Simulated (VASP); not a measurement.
Method: PBE GGA, VASP's PBE PAW potentials (set 64) (plane waves; VASP 6.6.1).

The input files of a VASP run:

### KPOINTS
```
Automatic mesh
0
Monkhorst-Pack
9 9 9
0 0 0
```

**POSCAR**
```
PdIn
3.2865290
  0.9978399704   0.0000000000   0.0000000000
  0.0000000000   1.0000000000   0.0000000000
  0.0000000000   0.0000000000   0.9686438184
In Pd
1 1
Cart
  0.4989199852   0.5000000000   0.4843219092
  0.0262092647   0.0000000000   0.0000000000
```

INCAR:
```
PREC=Accurate
NELM=100   # most electronic steps
GGA=PE
SYSTEM=PdIn
ENCUT=400
ISIF=2
LREAL=.False.   # projection in real space or not
ISMEAR=1   # Methfessel-Paxton
EDIFF=1E-6
LCHARG=.False.
LMAXMIX=4   # l cut-off of mixed one-centre charges
ALGO=Normal   # blocked Davidson
LASPH=.True.
LWAVE=.False.
SIGMA=0.1
```

POTCAR, in this order: In_d Pd (PBE.64 set). Program: vasp_std.

The resulting files:

OUTCAR:
```
 ion  position               nearest neighbor table
   1  0.500  0.500  0.500-   2 2.77   2 2.77   2 2.77   2 2.77   2 2.87   2 2.87   2 2.87   2 2.87
  LATTYP: Found a simple orthorhombic cell.
 ALAT       =     3.1834760000
 B/A-ratio  =     1.0301412670
 C/A-ratio  =     1.0323712194
 Subroutine PRICEL returns:
 Original cell was already a primitive cell.
 Subroutine GETGRP returns: Found  4 space group operations
The static configuration has the point symmetry C_2v.
The dynamic configuration has the point symmetry C_2v.
 Subroutine INISYM returns: Found  4 space group operations
 Subroutine IBZKPT returns following result:
 Found    125 irreducible k-points:

 Following reciprocal coordinates:
            Coordinates               Weight
  0.000000  0.000000  0.000000      1.000000
  0.111111  0.000000  0.000000      2.000000
  0.222222  0.000000  0.000000      2.000000
  0.333333  0.000000  0.000000      2.000000
  0.444444  0.000000  0.000000      2.000000
  0.000000  0.111111  0.000000      2.000000
  0.111111  0.111111  0.000000      4.000000
  0.222222  0.111111  0.000000      4.000000
  0.333333  0.111111  0.000000      4.000000
  0.444444  0.111111  0.000000      4.000000
  0.000000  0.222222  0.000000      2.000000
  0.111111  0.222222  0.000000      4.000000
  0.222222  0.222222  0.000000      4.000000
  0.333333  0.222222  0.000000      4.000000
  0.444444  0.222222  0.000000      4.000000
  0.000000  0.333333  0.000000      2.000000
  0.111111  0.333333  0.000000      4.000000
  0.222222  0.333333  0.000000      4.000000
  0.333333  0.333333  0.000000      4.000000
  0.444444  0.333333  0.000000      4.000000
  0.000000  0.444444  0.000000      2.000000
  0.111111  0.444444  0.000000      4.000000
  0.222222  0.444444  0.000000      4.000000
  0.333333  0.444444  0.000000      4.000000
  0.444444  0.444444  0.000000      4.000000
  0.000000  0.000000  0.111111      2.000000
  0.111111  0.000000  0.111111      4.000000
  0.222222  0.000000  0.111111      4.000000
  0.333333  0.000000  0.111111      4.000000
  0.444444  0.000000  0.111111      4.000000
  0.000000  0.111111  0.111111      4.000000
  0.111111  0.111111  0.111111      8.000000
  0.222222  0.111111  0.111111      8.000000
  0.333333  0.111111  0.111111      8.000000
  0.444444  0.111111  0.111111      8.000000
  0.000000  0.222222  0.111111      4.000000
  0.111111  0.222222  0.111111      8.000000
  0.222222  0.222222  0.111111      8.000000
  0.333333  0.222222  0.111111      8.000000
  0.444444  0.222222  0.111111      8.000000
   k-points           NKPTS =    125   k-points in BZ     NKDIM =    125   number of bands    NBANDS=     15
   number of dos      NEDOS =    301   number of ions     NIONS =      2
   total plane-waves  NPLWV =  13824
   dimension x,y,z NGX =    24 NGY =   24 NGZ =   24
   dimension x,y,z NGXF=    48 NGYF=   48 NGZF=   48
   ions per type =               1   1
   PREC   = accura    normal or accurate (medium, high low for compatibility)
   ISTART =      0    job   : 0-new  1-cont  2-samecut
   ICHARG =      2    charge: 1-file 2-atom 10-const
   ISPIN  =      1    spin polarized calculation?
   LNONCOLLINEAR =      F non collinear calculations
   LSORBIT =      F    spin-orbit coupling
   INIWAV =      1    electr: 0-lowe 1-rand  2-diag
   ENCUT  =  400.0 eV  29.40 Ry    5.42 a.u.   5.35  5.36  5.19*2*pi/ulx,y,z
   NELM   =    100;   NELMIN=  2; NELMDL= -5     # of ELM steps
   EDIFF  = 0.1E-05   stopping-criterion for ELM
   LREAL  =      F    real-space projection
   NLSPLINE    = F    spline interpolate recip. space projectors
...
```

**OSZICAR**
```
       N       E                     dE             d eps       ncg     rms          rms(c)
DAV:   1     0.142888174714E+03    0.14289E+03   -0.98094E+03  3859   0.168E+03
DAV:   2    -0.255223489090E+01   -0.14544E+03   -0.14166E+03  3946   0.368E+02
DAV:   3    -0.878640658609E+01   -0.62342E+01   -0.61778E+01  4744   0.845E+01
DAV:   4    -0.889320664802E+01   -0.10680E+00   -0.10678E+00  4511   0.104E+01
DAV:   5    -0.889860229722E+01   -0.53956E-02   -0.53956E-02  5629   0.209E+00    0.689E+00
DAV:   6    -0.872306074708E+01    0.17554E+00   -0.41986E-01  4324   0.100E+01    0.328E+00
DAV:   7    -0.868562099196E+01    0.37440E-01   -0.75934E-02  4973   0.551E+00    0.141E+00
DAV:   8    -0.867894671232E+01    0.66743E-02   -0.19441E-02  4303   0.143E+00    0.401E-01
DAV:   9    -0.867820316292E+01    0.74355E-03   -0.19532E-03  4884   0.791E-01    0.574E-02
DAV:  10    -0.867820650556E+01   -0.33426E-05   -0.50853E-05  5131   0.120E-01    0.250E-02
DAV:  11    -0.867820741701E+01   -0.91145E-06   -0.54031E-06  4359   0.239E-02
   1 F= -.86782074E+01 E0= -.86782662E+01  d E =0.176395E-03
```

**OUTCAR**
```
------------------------ aborting loop because EDIFF is reached ----------------------------------------
  FORCE on cell =-STRESS in cart. coord.  units (eV):
  Direction    XX          YY          ZZ          XY          YZ          ZX
  --------------------------------------------------------------------------------------
  Total        1.3085114      1.3984380      1.7094202      0.0000000      0.0000000      0.0000000
  in kB       61.1013330     65.3004828     79.8218881      0.0000000      0.0000000      0.0000000
  external PRESSURE =      68.7412347 kB  Pullay stress =       0.0000000 kB
  volume of cell :       34.31
      direct lattice vectors                 reciprocal lattice vectors
     3.279430000  0.000000000  0.000000000     0.304931040  0.000000000  0.000000000
     0.000000000  3.286529000  0.000000000     0.000000000  0.304272380  0.000000000
     0.000000000  0.000000000  3.183476000     0.000000000  0.000000000  0.314122048
 POSITION                                       TOTAL-FORCE (eV/Angst)
 -----------------------------------------------------------------------------------
      1.63972      1.64326      1.59174         0.415542      0.000000      0.000000
      0.08614      0.00000      0.00000        -0.415542      0.000000      0.000000
 -----------------------------------------------------------------------------------
    total drift:                               -0.000019      0.000000      0.000002
  FREE ENERGIE OF THE ION-ELECTRON SYSTEM (eV)
  ---------------------------------------------------
  free  energy   TOTEN  =        -8.6782074170 eV

  energy  without entropy=       -8.6783838118  energy(sigma->0) =       -8.67826622
```
(Selected blocks of OUTCAR.)

The compound is PdIn in the CsCl type structure. The cell was not relaxed at this level, atoms are displaced from their ideal sites. The run is one of a series of settings (KPOINTS 9×9×9 Monkhorst-Pack mesh against the base run), some of them coarse on purpose. The electron count is odd and the run is not spin-polarised, which forces a metal.
